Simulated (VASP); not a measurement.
A convergence study with VASP on PtSe$_{2}$ (1T layered): a few settings are varied, all else stays as given below, so the limit is that of these other settings.

```
PtSe2
1.0
    1.86500    -3.23027     0.00000
    1.86500     3.23027     0.00000
    0.00000     0.00000     5.08000
Pt Se
1 2
Direct
  0.00000   0.00000   0.00000
  0.33333   0.66667   0.25500
  0.66667   0.33333   0.74500
```

These are PBE GGA, VASP's PBE PAW potentials (set 64) (plane waves; VASP) values and carry that method's errors. The last row used: 550 eV cut-off, 14×14×9 Γ-centred mesh, second-order Methfessel-Paxton smearing of 0.40 eV, potentials Pt Se.

```tsv
setting	E (eV/atom)	pressure (GPa)	largest force (eV/Å)	irreducible k-points
ISMEAR = -1, SIGMA = 0.01, 4×4×2 mesh	-4.7607	4.51	0.212	8
ISMEAR = -1, SIGMA = 0.2, 4×4×2 mesh	-4.7625	4.59	0.227	8
ISMEAR = 0, SIGMA = 0.01, 4×4×2 mesh	-4.7605	4.51	0.212	8
ISMEAR = 0, SIGMA = 0.2, 4×4×2 mesh	-4.7626	4.51	0.212	8
ISMEAR = 1, SIGMA = 0.01, 4×4×2 mesh	-4.7604	4.51	0.212	8
ISMEAR = 1, SIGMA = 0.2, 4×4×2 mesh	-4.7616	4.51	0.213	8
ISMEAR = 2, SIGMA = 0.01, 4×4×2 mesh	-4.7604	4.51	0.212	8
ISMEAR = 2, SIGMA = 0.2, 4×4×2 mesh	-4.7613	4.51	0.211	8
ISMEAR = -1, SIGMA = 0.05, 8×8×5 mesh	-4.7401	4.78	0.211	40
ISMEAR = -1, SIGMA = 0.2, 8×8×5 mesh	-4.7380	4.89	0.229	40
ISMEAR = 0, SIGMA = 0.05, 8×8×5 mesh	-4.7398	4.77	0.210	40
ISMEAR = 0, SIGMA = 0.2, 8×8×5 mesh	-4.7403	4.78	0.208	40
ISMEAR = 1, SIGMA = 0.05, 8×8×5 mesh	-4.7397	4.78	0.209	40
ISMEAR = 1, SIGMA = 0.2, 8×8×5 mesh	-4.7403	4.77	0.211	40
ISMEAR = 2, SIGMA = 0.05, 8×8×5 mesh	-4.7397	4.77	0.209	40
ISMEAR = 2, SIGMA = 0.2, 8×8×5 mesh	-4.7402	4.77	0.213	40
ISMEAR = -1, SIGMA = 0.05, 14×14×9 mesh	-4.7398	4.79	0.179	184
ISMEAR = -1, SIGMA = 0.4, 14×14×9 mesh	-4.7203	5.75	0.372	184
ISMEAR = 0, SIGMA = 0.05, 14×14×9 mesh	-4.7397	4.79	0.178	184
ISMEAR = 0, SIGMA = 0.4, 14×14×9 mesh	-4.7391	4.83	0.203	184
ISMEAR = 1, SIGMA = 0.05, 14×14×9 mesh	-4.7396	4.79	0.177	184
ISMEAR = 1, SIGMA = 0.4, 14×14×9 mesh	-4.7399	4.76	0.175	184
ISMEAR = 2, SIGMA = 0.05, 14×14×9 mesh	-4.7397	4.79	0.177	184
ISMEAR = 2, SIGMA = 0.4, 14×14×9 mesh	-4.7399	4.78	0.174	184
```

Left out are rungs that failed or repeat a setting and relaxations that didn't move; long series are thinned to 24 rows.

The compound is PtSe2 in the 1T layered structure. The cell was not relaxed at this level, forces remain on its atoms.
